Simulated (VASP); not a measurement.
Method: r2SCAN meta-GGA, VASP's PBE PAW potentials (set 64) (plane waves; VASP 6.6.1).

VASP input:

**INCAR**
```
ALGO = Normal
EDIFF = 1E-7
ENCUT = 400
ISIF = 2
ISMEAR = -5
LASPH = T
LCHARG = F
LMAXMIX = 4
LMIXTAU = T
LORBIT = 11
LREAL = F
LWAVE = F
METAGGA = R2SCAN
NEDOS = 601
NELM = 100
PREC = Accurate
SYSTEM = Sr
```

POSCAR:
```
Sr
5.6147620
 -0.6599025454   0.6599025454   0.3592456244
  0.6599025454  -0.6599025454   0.3592456244
  0.6599025454   0.6599025454  -0.3592456244
Sr
2
Cart
  0.0000000000   0.6599025454   0.1796228122
  0.0000000000   0.0000000000   0.0000000000
```

File KPOINTS:
```
Automatic mesh
0
Gamma
12 12 12
0 0 0
```

**KPOINTS_OPT**
```
k-points along high-symmetry lines
7
Line-mode
Reciprocal
  0.000000   0.000000   0.000000 ! GAMMA
  0.000000   0.000000   0.500000 ! X

  0.000000   0.000000   0.500000 ! X
 -0.500000   0.500000   0.500000 ! M

 -0.500000   0.500000   0.500000 ! M
  0.000000   0.000000   0.000000 ! GAMMA

  0.000000   0.000000   0.000000 ! GAMMA
  0.324423   0.324423  -0.324423 ! Z

 -0.324423   0.675577   0.324423 ! Z_0
 -0.500000   0.500000   0.500000 ! M

  0.000000   0.000000   0.500000 ! X
  0.250000   0.250000   0.250000 ! P

  0.250000   0.250000   0.250000 ! P
  0.000000   0.500000   0.000000 ! N

  0.000000   0.500000   0.000000 ! N
  0.000000   0.000000   0.000000 ! GAMMA
```

POTCAR, in this order: Sr_sv (PBE.64 set). Program: vasp_std.

What VASP printed:

**OSZICAR**
```
       N       E                     dE             d eps       ncg     rms          rms(c)
DAV:   1     0.717679965305E+02    0.71768E+02   -0.85725E+03  4580   0.104E+03
DAV:   2    -0.282093556709E+02   -0.99977E+02   -0.99134E+02  5602   0.243E+02
DAV:   3    -0.367778498533E+02   -0.85685E+01   -0.85337E+01  8920   0.503E+01
DAV:   4    -0.370856468856E+02   -0.30780E+00   -0.30710E+00  6078   0.790E+00
DAV:   5    -0.370942089656E+02   -0.85621E-02   -0.85456E-02  7622   0.106E+00    0.114E+01
DAV:   6    -0.311676891083E+02    0.59265E+01   -0.85936E+00  6846   0.118E+01    0.965E+00
DAV:   7    -0.297235240432E+02    0.14442E+01   -0.44318E-01  6046   0.598E+00    0.749E+00
DAV:   8    -0.320199776728E+02   -0.22965E+01   -0.16642E+00  4840   0.670E+00    0.354E+00
DAV:   9    -0.295440284147E+02    0.24759E+01   -0.17009E+00  4576   0.664E+00    0.506E-01
DAV:  10    -0.297077905193E+02   -0.16376E+00   -0.28223E-01  4906   0.571E+00    0.412E-01
DAV:  11    -0.297056954653E+02    0.20951E-02   -0.16848E-02  5692   0.139E+00    0.589E-01
DAV:  12    -0.296928159040E+02    0.12880E-01   -0.45887E-02  4738   0.267E+00    0.687E-01
DAV:  13    -0.297004030116E+02   -0.75871E-02   -0.91556E-03  5486   0.899E-01    0.234E-01
DAV:  14    -0.297056384920E+02   -0.52355E-02   -0.92477E-03  4720   0.105E+00    0.289E-01
DAV:  15    -0.297002397941E+02    0.53987E-02   -0.12097E-02  4666   0.100E+00    0.115E-01
DAV:  16    -0.296991915566E+02    0.10482E-02   -0.23127E-03  6082   0.295E-01    0.105E-01
DAV:  17    -0.296991386633E+02    0.52893E-04   -0.32514E-04  5544   0.185E-01    0.919E-02
DAV:  18    -0.296988908416E+02    0.24782E-03   -0.66929E-04  5008   0.250E-01    0.374E-02
DAV:  19    -0.296990861315E+02   -0.19529E-03   -0.34839E-04  4972   0.166E-01    0.456E-02
DAV:  20    -0.296991667901E+02   -0.80659E-04   -0.18010E-05  5650   0.531E-02    0.370E-02
DAV:  21    -0.296991772744E+02   -0.10484E-04   -0.22753E-05  5704   0.459E-02    0.372E-02
DAV:  22    -0.296991821841E+02   -0.49098E-05   -0.45693E-05  4996   0.607E-02    0.118E-02
DAV:  23    -0.296991609597E+02    0.21224E-04   -0.20871E-05  4780   0.408E-02    0.223E-02
DAV:  24    -0.296991672705E+02   -0.63109E-05   -0.11442E-05  5074   0.275E-02    0.878E-03
DAV:  25    -0.296991555965E+02    0.11674E-04   -0.44355E-06  5002   0.184E-02    0.149E-02
DAV:  26    -0.296991586351E+02   -0.30386E-05   -0.70602E-07  6016   0.105E-02    0.504E-03
DAV:  27    -0.296991579568E+02    0.67833E-06   -0.19545E-07  3812   0.581E-03    0.486E-03
DAV:  28    -0.296991585549E+02   -0.59813E-06   -0.40621E-07  3794   0.803E-03    0.185E-03
DAV:  29    -0.296991599287E+02   -0.13737E-05   -0.81954E-08  3476   0.260E-03    0.951E-04
DAV:  30    -0.296991593944E+02    0.53424E-06   -0.14063E-08  2564   0.929E-04    0.665E-04
DAV:  31    -0.296991601190E+02   -0.72459E-06   -0.22227E-08  2516   0.796E-04    0.408E-04
DAV:  32    -0.296991598612E+02    0.25783E-06   -0.26788E-09  2516   0.610E-04    0.410E-04
DAV:  33    -0.296991598071E+02    0.54109E-07   -0.42803E-10  2504   0.207E-04
   1 F= -.29699160E+02 E0= -.29699160E+02  d E =0.000000E+00
       N       E                     dE             ncg
```

### OUTCAR
```
------------------------ aborting loop because EDIFF is reached ----------------------------------------
  FORCE on cell =-STRESS in cart. coord.  units (eV):
  Direction    XX          YY          ZZ          XY          YZ          ZX
  --------------------------------------------------------------------------------------
  Total        0.0099822      0.0099822     -0.1572649      0.0000000      0.0000000     -0.0000000
  in kB        0.1443876      0.1443876     -2.2747683      0.0000000      0.0000000     -0.0000000
  external PRESSURE =      -0.6619977 kB  Pullay stress =       0.0000000 kB
  volume of cell :      110.77
      direct lattice vectors                 reciprocal lattice vectors
    -3.705195736  3.705195736  2.017078681     0.000000000  0.134945637  0.247883241
     3.705195736 -3.705195736  2.017078681     0.134945637  0.000000000  0.247883241
     3.705195736  3.705195736 -2.017078681     0.134945637  0.134945637  0.000000000
 POSITION                                       TOTAL-FORCE (eV/Angst)
 -----------------------------------------------------------------------------------
      0.00000      3.70520      1.00854        -0.000000     -0.000000     -0.000000
      0.00000      0.00000      0.00000         0.000000      0.000000      0.000000
 -----------------------------------------------------------------------------------
    total drift:                               -0.000000      0.000000     -0.000000
  FREE ENERGIE OF THE ION-ELECTRON SYSTEM (eV)
  ---------------------------------------------------
  free  energy   TOTEN  =       -29.6991598071 eV

  energy  without entropy=      -29.6991598071  energy(sigma->0) =      -29.69915981

 total charge

# of ion       s       p       d       tot
------------------------------------------
    1        2.049   5.808   0.140   7.997
    2        2.049   5.808   0.140   7.997
--------------------------------------------------
tot          4.098  11.617   0.279  15.994
```
(Selected blocks of OUTCAR.)

For a metal the tetrahedron method with Blöchl corrections gives inexact stress and forces.

The structure was generated: Sr was put into the beta-Sn type (I4_1/amd), which need not be its known phase. It was relaxed first, which changed the volume by -6 %.
